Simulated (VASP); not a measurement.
VASP input:

### KPOINTS
```
Automatic mesh
0
Gamma
8 8 8
0 0 0
```

### POSCAR
```
PbSe
1
    0.0000000000     3.0657330183     3.0657330183
    3.0657330183     0.0000000000     3.0657330183
    3.0657330183     3.0657330183     0.0000000000
Pb Se
1 1
Direct
  0.0000000000   0.0000000000   0.0000000000
  0.5000000000   0.5000000000   0.5000000000
```

**INCAR**
```
SYSTEM = PbSe
PREC = Accurate; ENCUT = 520; LREAL = .False.
LASPH = .True.
EDIFF = 1E-7; NELM = 100; ALGO = Normal
LMAXMIX = 4
ISMEAR = -5
GGA = PE; IVDW = 12
ISIF = 2
LWAVE = .False.; LCHARG = .True.; LORBIT = 11
NEDOS = 601
```

POTCAR, in this order: Pb_d Se (PBE.64 set). Program: vasp_std.

### Question
Translate this PBE-D3(BJ) calculation to Quantum ESPRESSO's pw.x.

### Answer
One equivalent input (not run):
```
&CONTROL
  calculation = 'scf'
  pseudo_dir = './pseudo'
  outdir = './out'
  tprnfor = .true.
  tstress = .true.
/
&SYSTEM
  ibrav = 0
  nat = 2
  ntyp = 2
  ecutwfc = 86
  occupations = 'tetrahedra'
  input_dft = 'pbe'
  vdw_corr = 'grimme-d3'
  dftd3_version = 4
  dftd3_threebody = .false.
/
&ELECTRONS
  conv_thr = 7.3e-09
  electron_maxstep = 100
/
ATOMIC_SPECIES
  Pb 207.200 Pb.upf
  Se 78.971 Se.upf
CELL_PARAMETERS angstrom
     0.0000000    3.0657330    3.0657330
     3.0657330    0.0000000    3.0657330
     3.0657330    3.0657330    0.0000000
ATOMIC_POSITIONS crystal
  Pb   0.0000000  0.0000000  0.0000000
  Se   0.5000000  0.5000000  0.5000000
K_POINTS automatic
  8 8 8 0 0 0
```
Limits of the translation: the potentials are each code's own (VASP's PAW set, PseudoDojo norm-conserving files in pw.x), so ENCUT and ecutwfc are chosen apart and not converted; conv_thr bounds pw.x's estimated SCF error, while EDIFF bounds the energy change between steps.

The compound is PbSe in the rock salt structure. It was relaxed first.
